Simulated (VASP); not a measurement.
The system is Hf3SnS4.

```xyz
8
Lattice="7.3000 0.0000 0.0000 -3.6500 6.3220 0.0000 0.0000 0.0000 3.7400" Properties=species:S:1:pos:R:3 pbc="T T T"
Hf    1.8250    3.1610    0.0000
Hf   -1.8250    3.1610    0.0000
Hf    3.6500    0.0000    0.0000
Sn    0.0000    0.0000    0.0000
S     1.8250    5.2683    1.8700
S     3.6500    2.1073    1.8700
S     0.0000    2.1073    1.8700
S    -1.8250    5.2683    1.8700
```

The cell was built by a generator and needn't be a form met in nature.

- Program: VASP 6.6.1
- Task: relaxation of cell and atoms
- Functional: PBE
- Potentials or basis: VASP PAW PBE potentials, release 64 (Hf_pv, Sn_d, S)
- Cutoff: 520 eV
- k mesh: 2 × 2 × 4
- Occupations: gaussian, width 0.15 eV
- Spin: no spin polarisation

At the start: pressure -12.9 GPa; volume 21.58 Å³/atom.

**Question.** How do energy, volume and symmetry change on relaxing?

**Answer.** Over 10 steps the energy falls by 218.6 meV/atom and the volume is 18.79 Å³/atom (-12.9 %); space group P-6m2 (No. 187, to 0.05 Å).

Step by step:
| step | energy change (eV) | largest force (eV/Å) | pressure (GPa) | volume (Å³) |
| --- | --- | --- | --- | --- |
| 1 | 0.0000 | 1.8097 | -12.86 | 172.60 |
| 2 | -0.8400 | 0.7838 | 15.16 | 132.82 |
| 3 | -1.4284 | 1.3505 | 1.31 | 146.47 |
| 4 | -1.4288 | 1.3344 | 1.71 | 145.98 |
| 5 | -1.6507 | 0.6460 | 1.47 | 147.04 |
| 6 | -1.7148 | 0.4273 | 1.56 | 148.79 |
| 7 | -1.7343 | 0.0535 | 1.50 | 148.21 |
| 8 | -1.7352 | 0.0887 | -1.78 | 152.50 |
| 9 | -1.7458 | 0.0478 | -0.21 | 150.37 |
| 10 | -1.7487 | 0.0132 | -0.03 | 150.28 |

Final structure:
```
Hf Sn S
1.0
     7.05828    0.00000    0.00000
    -3.52914    6.11265    0.00000
     0.00000    0.00000    3.48317
Hf Sn S
3 1 4
Direct
  0.49541 0.50459 0.00000
  0.00918 0.50459 0.00000
  0.49541 0.99082 0.00000
  0.00000 0.00000 0.00000
  0.63476 0.81738 0.50000
  0.66667 0.33333 0.50000
  0.18262 0.36524 0.50000
  0.18262 0.81738 0.50000
```

Caveat: the k mesh is coarse (spacing up to 0.50 Å⁻¹), so the values aren't converged; the relaxation stopped at a loose force limit of 0.08 eV/Å, so its end isn't a converged minimum.
